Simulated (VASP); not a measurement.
Given:

```xyz
4
Lattice="3.0000 0.0000 0.0000 -1.5000 2.5981 0.0000 0.0000 0.0000 9.2764" Properties=species:S:1:pos:R:3 pbc="T T T"
Ta     0.0000     1.7321     0.4397
Ta     1.5000     0.8660     5.0779
As     0.0000     1.7321     3.0390
As     1.5000     0.8660     7.6772
```

These are PBEsol GGA, VASP's PBE PAW potentials (set 64) (plane waves; VASP) values and carry that method's errors. Settings: 400 eV cut-off, Gaussian smearing of 0.050 eV, potentials Ta_pv As.

Task: Give the energies of bands 9 to 19 at the high-symmetry points, in eV from the Fermi level.

Result: 
| band | Γ | M | K | A | L | H |
|---|---|---|---|---|---|---|
| 9 | -7.66 | -6.52 | -5.02 | -6.60 | -6.25 | -4.76 |
| 10 | -5.28 | -6.19 | -4.73 | -6.60 | -6.25 | -4.76 |
| 11 | -3.24 | -4.04 | -4.73 | -2.74 | -3.94 | -4.59 |
| 12 | -2.53 | -3.38 | -4.44 | -2.74 | -3.94 | -4.59 |
| 13 | 0.37 | -2.55 | -2.75 | 0.39 | -2.35 | -2.94 |
| 14 | 0.37 | -1.84 | -2.75 | 0.39 | -2.35 | -2.94 |
| 15 | 0.42 | -0.60 | -0.82 | 0.39 | 0.09 | -0.72 |
| 16 | 0.42 | -0.35 | -0.67 | 0.39 | 0.09 | -0.72 |
| 17 | 2.23 | 0.38 | -0.12 | 2.53 | 0.51 | -0.37 |
| 18 | 2.23 | 0.81 | -0.12 | 2.53 | 0.51 | -0.37 |
| 19 | 2.95 | 2.94 | 0.85 | 2.53 | 3.36 | 1.76 |

It has no gap at this level: it comes out as a metal or semimetal.

The structure was generated: TaAs was put into the wurtzite type (P6_3mc), which need not be its known phase. It was relaxed first, which changed the volume by -51 %.
